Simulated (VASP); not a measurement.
Crystal: RuSe.

```
CELL_PARAMETERS angstrom
0.00000 2.90633 2.90633
2.90633 0.00000 2.90633
2.90633 2.90633 0.00000
ATOMIC_POSITIONS crystal
Ru 0.00000 0.00000 0.00000
Se 0.25000 0.25000 0.25000
```

The cell comes from a database or a generator and needn't be the stable form of this composition.

Base run:

* Program: VASP 6.6.1
* Functional: r2SCAN
* Potentials or basis: VASP PAW PBE potentials, release 64 (Ru_pv, Se)
* Cutoff: 520 eV
* k mesh: 6 × 6 × 6
* Occupations: gaussian, width 0.05 eV
* Spin: collinear spin, ferromagnetic start
* Starting moments: [1.0, 0.0] μB
* Hubbard terms: Ru d U = 5 eV

Its results: band gap on the k mesh none (metal or under the smearing width); pressure 2.1 GPa; net moment 2.00 μB per cell; site moments Ru +2.09; Se -0.25 μB.

Problem. The run is repeated on the same cell with these changes: hubbard terms from Ru d U = 5 eV to Ru d U = 3 eV; further incar settings from ALGO = Normal; EDIFF = 1e-07; NBANDS = 21 to ALGO = Normal; EDIFF = 1e-06. What comes out?

Solution. Band gap on the k mesh none (metal or under the smearing width); pressure -1.3 GPa; net moment 2.00 μB per cell; site moments Ru +1.93; Se -0.14 μB.

Caveats: the PAW data sets were made with another functional, which shifts forces and pressure a little.
